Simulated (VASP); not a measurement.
**Si: relaxation of cell and atoms with PBE+D3(BJ)**

The system is Si.

```
CELL_PARAMETERS angstrom
0.00000 2.71356 2.71356
2.71356 0.00000 2.71356
2.71356 2.71356 0.00000
ATOMIC_POSITIONS crystal
Si 0.75000 0.75000 0.75000
Si 0.50000 0.50000 0.50000
```

```yaml
Program: VASP 6.6.1
Task: relaxation of cell and atoms
Functional: PBE
Dispersion: D3(BJ)
Potentials_or_basis: VASP PAW PBE potentials, release 64 (Si)
Cutoff: 600 eV
k_mesh: 10 × 10 × 10
Occupations: gaussian, width 0.02 eV
Spin: no spin polarisation
Target_pressure: 7.75 GPa
Dipole_correction: no
Further_INCAR_settings: ALGO = Fast; EDIFF = 1e-07; IBRION = 2; EDIFFG = -0.002; NSW = 100; ISIF = 3
Target_pressure: 7.75 GPa
```

```json
{
  "Relaxed volume": "18.53 Å³/atom",
  "Relaxed cell": "a = 3.742 Å, b = 3.742 Å, c = 3.742 Å, α = 60.00°, β = 60.00°, γ = 60.00°",
  "Space group after relaxing (to 0.05 Å)": "Fd-3m (No. 227)",
  "Energy change on relaxing (the enthalpy is what falls)": "+31.0 meV/atom",
  "Ionic steps": "6",
  "Pressure after relaxing": "7.8 GPa",
  "Band gap on the k mesh": "0.44 eV, indirect (least direct gap 2.59 eV)",
  "Dispersion energy per atom": "-0.340 eV"
}
```

Step by step:
```
step  energy change (eV)  largest force (eV/Å)  pressure (GPa)  volume (Å³)
   1              0.0000                0.0000           -0.36        39.96
   2              0.2758                0.0000           18.60        34.39
   3              0.0603                0.0000            7.64        37.10
   4              0.0630                0.0000            7.83        37.04
   5              0.0609                0.0000            7.68        37.08
   6              0.0620                0.0000            7.76        37.06
```

Final structure:
```xyz
2
Lattice="0.0000 2.6462 2.6462 2.6462 0.0000 2.6462 2.6462 2.6462 0.0000" Properties=species:S:1:pos:R:3 pbc="T T T"
Si    3.9693    3.9693    3.9693
Si    2.6462    2.6462    2.6462
```

Levels at points of the mesh, in eV from the valence-band top:
```csv
k point,band 2,band 3,band 4,band 5,band 6,band 7
"(0.00, 0.00, 0.00)",0.00,0.00,0.00,2.59,2.59,2.59
"(0.50, 0.00, 0.00)",-7.35,-1.26,-1.26,1.82,3.29,3.29
"(0.50, 0.50, 0.00)",-8.07,-3.06,-3.06,0.54,0.54,10.80
```

Run time: 30 s on 1 thread of Intel(R) Xeon(R) 6975P-C (Granite Rapids), with other jobs on the host, peak memory 0.19 GiB.

Caveat: the cell is relaxed towards a set pressure, so the enthalpy falls and the energy may rise. A k mesh can miss the band edges.
